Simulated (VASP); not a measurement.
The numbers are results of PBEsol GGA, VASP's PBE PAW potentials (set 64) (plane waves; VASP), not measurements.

VASP ran on this input.

### INCAR
```
ALGO = Normal
EDIFF = 1E-7
ENCUT = 520
GGA = PS
ICHARG = 11
ISMEAR = 0
LASPH = .TRUE.
LCHARG = .FALSE.
LMAXMIX = 4
LORBIT = 11
LREAL = .FALSE.
LWAVE = .FALSE.
NELM = 100
PREC = Accurate
SIGMA = 0.05
SYSTEM = MoTe2
```

### KPOINTS
```
k-points along high-symmetry lines
10
Line-mode
Reciprocal
  0.000000   0.000000   0.000000 ! GAMMA
  0.000000   0.500000   0.000000 ! M

  0.000000   0.500000   0.000000 ! M
 -0.333333   0.666667   0.000000 ! K

 -0.333333   0.666667   0.000000 ! K
  0.000000   0.000000   0.000000 ! GAMMA

  0.000000   0.000000   0.000000 ! GAMMA
  0.000000   0.000000   0.500000 ! A

  0.000000   0.000000   0.500000 ! A
  0.000000   0.500000   0.500000 ! L

  0.000000   0.500000   0.500000 ! L
 -0.333333   0.666667   0.500000 ! H

 -0.333333   0.666667   0.500000 ! H
  0.000000   0.000000   0.500000 ! A

  0.000000   0.500000   0.500000 ! L
  0.000000   0.500000   0.000000 ! M

 -0.333333   0.666667   0.500000 ! H
 -0.333333   0.666667   0.000000 ! K
```

POSCAR:
```
MoTe2
3.4955750
  0.5000000691  -0.8660254055   0.0000000000
  0.5000000691   0.8660254055   0.0000000000
  0.0000000000   0.0000000000   4.0022651429
Te Mo
4 2
Cart
  0.5000000691   0.2886757125   3.5188456927
  0.5000000691  -0.2886757125   1.5177131213
  0.5000000691  -0.2886757125   0.4834194502
  0.5000000691   0.2886757125   2.4845520217
  0.5000000691   0.2886757125   1.0005662857
  0.5000000691  -0.2886757125   3.0016988572
```

POTCAR, in this order: Te Mo_sv (PBE.64 set). Program: vasp_std. Read from the step before: CHGCAR.

The run wrote:

### OSZICAR
```
       N       E                     dE             d eps       ncg     rms          rms(c)
DAV:   1     0.410350237400E+03    0.41035E+03   -0.27535E+04  6484   0.150E+03
DAV:   2    -0.149801230022E+02   -0.42533E+03   -0.41665E+03  6892   0.351E+02
DAV:   3    -0.382665703422E+02   -0.23286E+02   -0.22858E+02  7120   0.687E+01
DAV:   4    -0.389164859191E+02   -0.64992E+00   -0.64796E+00  6864   0.111E+01
DAV:   5    -0.389353816741E+02   -0.18896E-01   -0.18887E-01  7324   0.196E+00
DAV:   6    -0.389357907632E+02   -0.40909E-03   -0.40898E-03  6944   0.277E-01
DAV:   7    -0.389358041828E+02   -0.13420E-04   -0.13419E-04  7280   0.481E-02
DAV:   8    -0.389358047078E+02   -0.52500E-06   -0.52498E-06  6738   0.848E-03
DAV:   9    -0.389358047313E+02   -0.23491E-07   -0.23522E-07  4850   0.171E-03
   1 F= -.38935805E+02 E0= -.38935805E+02  d E =-.332492E-21
```

File OUTCAR:
```
 val. band max:        8.1278335816   @ k =   0.0000   0.0000   0.0000

 cond. band min:       8.8471882838   @ k =  -0.1852   0.3704   0.0000



 k-point     1 :       0.0000    0.0000    0.0000
  band No.  band energies     occupation
      1     -52.5494      2.00000
      2     -52.5494      2.00000
      3     -26.7591      2.00000
      4     -26.7590      2.00000
      5     -26.6104      2.00000
      6     -26.6104      2.00000
      7     -26.6104      2.00000
      8     -26.6104      2.00000
      9      -4.9717      2.00000
     10      -4.6472      2.00000
     11      -4.1112      2.00000
     12      -3.6024      2.00000
     13       2.1842      2.00000
     14       3.5003      2.00000
     15       4.9476      2.00000
     16       6.3448      2.00000
     17       6.3448      2.00000
     18       6.3596      2.00000
     19       6.3596      2.00000
     20       7.0244      2.00000
     21       7.1373      2.00000
     22       7.1374      2.00000
     23       7.1712      2.00000
     24       7.1713      2.00000
     25       7.7884      2.00000
     26       8.1278      2.00000
     27      11.1498      0.00000
     28      11.1505      0.00000
     29      11.2824      0.00000
     30      11.2862      0.00000
     31      11.3808      0.00000

 k-point     2 :       0.0000    0.0556    0.0000
  band No.  band energies     occupation
      1     -52.5491      2.00000
      2     -52.5491      2.00000
      3     -26.7581      2.00000
      4     -26.7581      2.00000
      5     -26.6147      2.00000
      6     -26.6147      2.00000
      7     -26.6114      2.00000
      8     -26.6114      2.00000
      9      -4.9266      2.00000
     10      -4.6025      2.00000
     11      -4.0777      2.00000
     12      -3.5730      2.00000
     13       2.2346      2.00000
     14       3.5487      2.00000
     15       4.9270      2.00000
     16       6.2425      2.00000
     17       6.2611      2.00000
     18       6.3807      2.00000
...
```

The density is held fixed in this step, so its total energy and stress have no physical meaning. Without a dispersion term in the relaxation, distances and binding between the weakly bound layers, chains or molecules are unreliable, and so is what depends on them. Unless said otherwise, spin-orbit coupling is left out, though it shifts the bands of the heavy elements here.

The compound is MoTe2 in the 2H layered structure. It was relaxed first.
